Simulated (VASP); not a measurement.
Consider the following.

```
TiTe
1.0
    0.00000     2.81922     2.81922
    2.81922     0.00000     2.81922
    2.81922     2.81922     0.00000
Te Ti
1 1
Cartesian
  2.81922   2.81922   5.63843
  2.81922   2.81922   2.81922
```

The numbers are results of r2SCAN meta-GGA, VASP's PBE PAW potentials (set 64) (plane waves; VASP), not measurements. Numerical set-up: 480 eV cut-off, 10×10×10 Γ-centred mesh, first-order Methfessel-Paxton smearing of 0.10 eV, potentials Te Ti_sv.

Stress in GPa, positive for a compressed cell; the cube axes lie along x, y and z, and the ions stay on their sites.

| strain | σxx | σyy | σzz |
|---|---|---|---|
| none | 0.17 | 0.17 | 0.17 |
| εyy = -0.5 % | 0.27 | 1.25 | 0.27 |
| εyy = -2.0 %, εzz = -2.0 % | 1.01 | 5.44 | 5.44 |
| εxx = +0.5 %, εyy = +0.5 % | -0.95 | -0.95 | -0.03 |

### Question
Fit C11 and C12 to these rows, and predict the stress for εxx = +4.0 %, εyy = +4.0 %, εzz = +4.0 %.

### Answer
Least squares on Δσ_i = −C11 ε_i − C12 (ε_j + ε_k) over all components shown gives C11 = 239 GPa and C12 = 21 GPa, and so σxx, σyy, σzz = -11.10, -11.10, -11.10 GPa. The run gave -7.40, -7.40, -7.40 GPa; the difference holds the non-linear terms and numerical noise.

Left out are shears, moved atoms, failed runs and, from the fit, strains over 2.5 %.

The structure was generated: TiTe was put into the rocksalt type (Fm-3m), which need not be its known phase. VASP warned that the highest band is occupied, so more bands are needed.
